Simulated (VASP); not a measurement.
# SrB (Fm-3m) in VASP: a series of runs, part 3 of 3

VASP 6.6.1.

## (4) Single point, PBEsol (strain e6 = -0.01, atoms carried along)

INCAR reads:

```
SYSTEM = SrB
ALGO = Normal ; EDIFF = 1E-6
ENCUT = 520 ; GGA = PS
ISIF = 2 ; ISMEAR = 0
LASPH = .TRUE. ; LCHARG = .FALSE.
LREAL = .FALSE. ; LWAVE = .FALSE.
NBANDS = 14 ; NELM = 100
PREC = Accurate ; SIGMA = 0.05
```

KPOINTS reads:

```
k-points
0
G
  10 10 10
  0 0 0
```

POSCAR reads:

```
SrB
1.0
   -0.0147045766      2.9409153229      2.9409153229
    2.9409153229     -0.0147045766      2.9409153229
    2.9262107463      2.9262107463      0.0000000000
Sr B
1 1
Direct
    0.5000000000      0.5000000000      0.5000000000
    0.0000000000      0.0000000000      0.0000000000
```

Potentials or basis: VASP PAW PBE potentials, release 64 (Sr_sv, B).

On the command line:

```sh
cat potpaw_PBE.64/Sr_sv/POTCAR potpaw_PBE.64/B/POTCAR > POTCAR
mpirun -np 1 vasp_std > vasp.out
```

OUTCAR:

```text
SYSTEM = SrB
   EDIFF = 1E-6
   ENCUT = 520
   GGA = PS
   ISIF = 2
   ISMEAR = 0
   LASPH = .TRUE.
   LREAL = .FALSE.
   NELM = 100
   PREC = Accurate

 ion  position               nearest neighbor table
   1  0.500  0.500  0.500-   2 2.94   2 2.94   2 2.94   2 2.94   2 2.94   2 2.94
   2  0.000  0.000  0.000-   1 2.94   1 2.94   1 2.94   1 2.94   1 2.94   1 2.94

  LATTYP: Found a body centered orthorhombic cell.
 ALAT       =     4.1382869238
 B/A-ratio  =     1.0100502512
 C/A-ratio  =     1.4213201632

  Lattice vectors:

 A1 = (   0.0147045766,  -2.9409153229,  -2.9409153229)
 A2 = (  -0.0147045766,   2.9409153229,  -2.9409153229)
 A3 = (   2.9409153229,  -0.0147045766,   2.9409153229)

Analysis of symmetry for initial positions (statically):
=====================================================================
 Subroutine PRICEL returns:
 Original cell was already a primitive cell.

 Routine SETGRP: Setting up the symmetry group for a
 body centered orthorhombic supercell.

 Subroutine GETGRP returns: Found  8 space group operations
 (whereof  8 operations were pure point group operations)
 out of a pool of  8 trial point group operations.

The static configuration has the point symmetry D_2h.

Analysis of symmetry for dynamics (positions and initial velocities):
=====================================================================
 Subroutine PRICEL returns:
 Original cell was already a primitive cell.

 Routine SETGRP: Setting up the symmetry group for a
 body centered orthorhombic supercell.

 Subroutine GETGRP returns: Found  8 space group operations
 (whereof  8 operations were pure point group operations)
 out of a pool of  8 trial point group operations.

The dynamic configuration has the point symmetry D_2h.

 Subroutine INISYM returns: Found  8 space group operations
 (whereof  8 operations are pure point group operations),
 and found     1 'primitive' translations

----------------------------------------------------------------------------------------

                                     Primitive cell

  volume of cell :      50.8706

  direct lattice vectors                    reciprocal lattice vectors
    -0.014704577  2.940915323  2.940915323    -0.169169249  0.169169249  0.170015096
     2.940915323 -0.014704577  2.940915323     0.169169249 -0.169169249  0.170015096
     2.926210746  2.926210746  0.000000000     0.170869443  0.170869443 -0.170015096

  length of vectors
     4.159108330  4.159108330  4.138286924     0.293498897  0.293498897  0.295462122

  position of ions in fractional coordinates (direct lattice)
     0.500000000  0.500000000  0.500000000
     0.000000000  0.000000000  0.000000000

  ion indices of the primitive-cell ions
   primitive index   ion index
                 1           1
                 2           2

----------------------------------------------------------------------------------------

 KPOINTS: k-points

Automatic generation of k-mesh.
 Grid dimensions read from file:
 generate k-points for:   10   10   10

 Generating k-lattice:

[... 40 lines left out ...]
  0.300000  0.300000  0.000000      2.000000
  0.400000  0.300000  0.000000      4.000000
 [... further k-points ...]
   k-points           NKPTS =    171   k-points in BZ     NKDIM =    171   number of bands    NBANDS=     14
   number of dos      NEDOS =    301   number of ions     NIONS =      2
   total plane-waves  NPLWV =  32768
   dimension x,y,z NGX =    32 NGY =   32 NGZ =   32
   dimension x,y,z NGXF=    64 NGYF=   64 NGZF=   64
   ions per type =               1   1
   NGX,Y,Z   is equivalent  to a cutoff of  12.79, 12.79, 12.86 a.u.
   NGXF,Y,Z  is equivalent  to a cutoff of  25.58, 25.58, 25.71 a.u.
 SYSTEM =  SrB
   PREC   = accura    normal or accurate (medium, high low for compatibility)
   ISTART =      0    job   : 0-new  1-cont  2-samecut
   ICHARG =      2    charge: 1-file 2-atom 10-const
   ISPIN  =      1    spin polarized calculation?
   LNONCOLLINEAR =      F non collinear calculations
   LSORBIT =      F    spin-orbit coupling
   LASPH  =      T    aspherical Exc in radial PAW
   ENCUT  =  520.0 eV  38.22 Ry    6.18 a.u.   7.73  7.73  7.69*2*pi/ulx,y,z
   NELM   =    100;   NELMIN=  2; NELMDL= -5     # of ELM steps
   EDIFF  = 0.1E-05   stopping-criterion for ELM
   LREAL  =      F    real-space projection
   EDIFFG = 0.1E-04   stopping-criterion for IOM
   NSW    =      0    number of steps for IOM
   IBRION =     -1    ionic relax: 0-MD 1-quasi-New 2-CG
   NFREE  =      0    steps in history (QN), initial steepest desc. (CG)
   ISIF   =      2    stress and relaxation
   ISYM   =      2    0-nonsym 1-usesym 2-fastsym
   POTIM  = 0.5000    time-step for ionic-motion
   TEBEG  =    0.0;   TEEND  =   0.0 temperature during run
   PSTRESS=    0.0 pullay stress
   NELECT =      13.0000    total number of electrons
   NUPDOWN=      -1.0000    fix difference up-down
   EMIN   =  10.00;   EMAX   =-10.00  energy-range for DOS
   EFERMI =   0.00;   METHOD = LEGACY
   ISMEAR =     0;   SIGMA  =   0.05  broadening in eV -4-tet -1-fermi 0-gaus
   EFERMI_NEDOS =   21; number of points for ismear=-14 and -15
   IALGO  =     38    algorithm
   IMIX   =      4    mixing-type and parameters
     AMIX     =   0.40;   BMIX     =  1.00
     AMIX_MAG =   1.60;   BMIX_MAG =  1.00
  volume/ion in A,a.u.               =      25.44       171.65
  Fermi-wavevector in a.u.,A,eV,Ry     =   1.038884  1.963206 14.684495  1.079280
  Thomas-Fermi vector in A             =   2.173389
   LORBIT       =      0    0 simple, 1 ext, 2 COOP (PROOUT), +10 PAW based schemes
   GGA     = PS    functional components
   LHFCALC =     F    Hartree Fock is set to
   AEXX    =    0.0000 exact exchange contribution
   IVDW    =     0    specifies the selected vdW correction
   LEPSILON=     F    determine dielectric tensor
   LRPA    =     F    only Hartree local field effects (RPA)
 non-spin polarized calculation
 Gauss-broadening in eV      SIGMA  =   0.05
  energy-cutoff  :      520.00
  volume of cell :       50.87
 maximum number of plane-waves:      1386
   NGX = 15   NGY = 15   NGZ = 15

 number of electron      13.0000000 magnetization

 Free energy of the ion-electron system (eV)
  ---------------------------------------------------
  ext. energy  EPLUGINS =         0.00000000
  ---------------------------------------------------
  free energy    TOTEN  =        -6.40893563 eV

  energy without entropy =       -6.40341719  energy(sigma->0) =       -6.40617641

 E-fermi :   1.7189     XC(G=0):  -8.9372

 val. band max:        1.7180985322   @ k =   0.5000   0.5000   0.4000
 cond. band min:       1.7247468790   @ k =   0.3000   0.2000   0.5000
 fundamental gap:      0.0066483468
 Fermi energy:         1.7189232445

 k-point     1 :       0.0000    0.0000    0.0000
  band No.  band energies     occupation
      1     -32.7039      2.00000
      2     -14.6649      2.00000
      3     -14.6626      2.00000
      4     -14.6598      2.00000
      5      -4.9636      2.00000
      6       3.4489      0.00000
      7       3.4663      0.00000
      8       3.4853      0.00000
      9       5.2349      0.00000
     10       5.2823      0.00000
     11       5.3335      0.00000
     12       6.6277      0.00000
     13       6.6282      0.00000
     14       6.9840      0.00000
[... 377 lines left out ...]
      1     -32.6783      2.00000
      2     -14.9136      2.00000
      3     -14.7643      2.00000
      4     -14.7469      2.00000
      5      -3.7572      2.00000
      6       0.7634      2.00000
      7       2.2441      0.00000
      8       2.6097      0.00000
      9       3.8660      0.00000
     10       7.8378      0.00000
     11       8.4135      0.00000
     12       8.5035      0.00000
     13       8.5502      0.00000
     14      10.5701      0.00000

 [... further k-points ...]

------------------------ aborting loop because EDIFF is reached ----------------------------------------

  FORCE on cell =-STRESS in cart. coord.  units (eV):
  Direction    XX          YY          ZZ          XY          YZ          ZX
  --------------------------------------------------------------------------------------
  -------------------------------------------------------------------------------------
  Total        0.0180731      0.0180731      0.0211889     -0.0921904      0.0000000      0.0000000
  in kB        0.5692150      0.5692150      0.6673467     -2.9035516      0.0000000      0.0000000
  external PRESSURE =       0.6019255 kB  Pullay stress =       0.0000000 kB

 VOLUME and BASIS-vectors are now :
 -----------------------------------------------------------------------------
  energy-cutoff  :      520.00
  volume of cell :       50.87
      direct lattice vectors                 reciprocal lattice vectors
    -0.014704577  2.940915323  2.940915323    -0.169169249  0.169169249  0.170015096
     2.940915323 -0.014704577  2.940915323     0.169169249 -0.169169249  0.170015096
     2.926210746  2.926210746  0.000000000     0.170869443  0.170869443 -0.170015096

 POSITION                                       TOTAL-FORCE (eV/Angst)
 -----------------------------------------------------------------------------------
      2.92621      2.92621      2.94092         0.000000      0.000000     -0.000000
      0.00000      0.00000      0.00000         0.000000      0.000000      0.000000
 -----------------------------------------------------------------------------------
    total drift:                               -0.000000     -0.000000      0.000000

  FREE ENERGIE OF THE ION-ELECTRON SYSTEM (eV)
  ---------------------------------------------------
  free  energy   TOTEN  =        -6.4089356328 eV

  energy  without entropy=       -6.4034171891  energy(sigma->0) =       -6.40617641
```

It took 72 s on 1 thread of Intel Xeon Platinum 8259CL at 2.50GHz (Skylake/Cascade Lake), shared host; peak memory 0.27 GiB.

Results:

| Item | Value |
| --- | --- |
| Free energy | -6.4089 eV |
| Pressure | 0.1 GPa |
| Band gap on the k mesh | none (metal or under the smearing width) |

Caveat: the PAW data sets were made with another functional, which shifts forces and pressure a little.

## (5) Summary

```csv
cell,gap on the mesh (eV),pressure (GPa)
"Fm-3m, 24.25 Å³/atom",none,2.1
"Fm-3m, 25.44 Å³/atom",none,0.1
"strain e6 = -0.01, atoms carried along",none,0.1
```

Alike in all rows: task single point; level PBEsol; potentials or basis VASP PAW PBE potentials, release 64 (Sr_sv, B); no spin polarisation; k mesh 10 × 10 × 10; cutoff (eV) 520; smearing gaussian 0.05 eV.

Caveats: the PAW data sets were made with another functional, which shifts forces and pressure a little.

Total energies depend on the potentials used, so only differences within one code and one set of settings carry meaning.
